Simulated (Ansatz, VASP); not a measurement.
# TaSbSe in VASP and in Ansatz

File INCAR:

```
ALGO = Normal ; EDIFF = 1E-6
EDIFFG = -0.01 ; ENCUT = 600
GGA = PE ; IBRION = 2
ISIF = 3 ; ISMEAR = 0
LASPH = True ; LCHARG = False
LREAL = False ; LWAVE = False
NELM = 100 ; NSW = 100
PREC = Accurate ; SIGMA = 0.1
```

Contents of KPOINTS:

```
k-points
0
Gamma
  12 12 8
```

File POSCAR:

```
TaSbSe
1.0
    3.6413709542      0.0000000000      0.0000000000
    0.0000000000      3.6413709542      0.0000000000
    0.0000000000      0.0000000000      5.6131814690
Ta Sb Se
1 1 1
Direct
    0.0000000000      0.0000000000      0.0000000000
    0.0000000000      0.0000000000      0.5000000000
    0.5000000000      0.5000000000      0.0000000000
```

Input for Ansatz:

```yaml
crystal:
  lattice:
    - [3.6413709542, 0.0, 0.0]
    - [0.0, 3.6413709542, 0.0]
    - [0.0, 0.0, 5.613181469]
  atoms:
    - { symbol: Ta, position: [0.0, 0.0, 0.0] }
    - { symbol: Sb, position: [0.0, 0.0, 0.5] }
    - { symbol: Se, position: [0.5, 0.5, 0.0] }
basis:
  ecutwfc: 420
kpoints:
  mp_grid: { grid: [12, 12, 8] }
hamiltonian:
  xc: pbe
scf:
  occupations: { method: gaussian, width: 0.1 }
output:
  forces: true
  stress: true
  eigenvalues: true
relax:
  adjacent_minimum: "off"
  f_tol: 0.01
  max_steps: 80
  cell: { stress_tol: 0.05 }
```

Alike in both runs: task relaxation of cell and atoms; functional PBE; k mesh 12 × 12 × 8; occupations gaussian, width 0.1 eV; no spin polarisation.

```csv
,VASP,Ansatz
version,VASP 6.6.1,Ansatz 0.2.0
potentials or method,"VASP PAW PBE potentials, release 64 (Ta_pv, Sb, Se)","scalar-relativistic, plane waves, PAW"
plane-wave cutoff (eV),600,420
valence electrons in the cell,22,44
```

Ansatz gave:

| Property | Result |
| --- | --- |
| gap on the k mesh at the Fermi level, each at its own relaxed structure (eV) | none |
| relaxed volume (Å³/atom) | 24.74 |
| relaxed cell length with the largest relative difference (Å) | 3.630 |

Problem. What did VASP give for the same quantities?

Solution. gap on the k mesh at the Fermi level, each at its own relaxed structure (eV): none; relaxed volume (Å³/atom): 24.76; relaxed cell length with the largest relative difference (Å): 3.632.

A gap of «none» marks a metal or a gap that the smearing closes. The two sets of potentials don't hold the same shells in valence.

Spin-orbit coupling is left out, which matters for the levels of Sb, Ta.
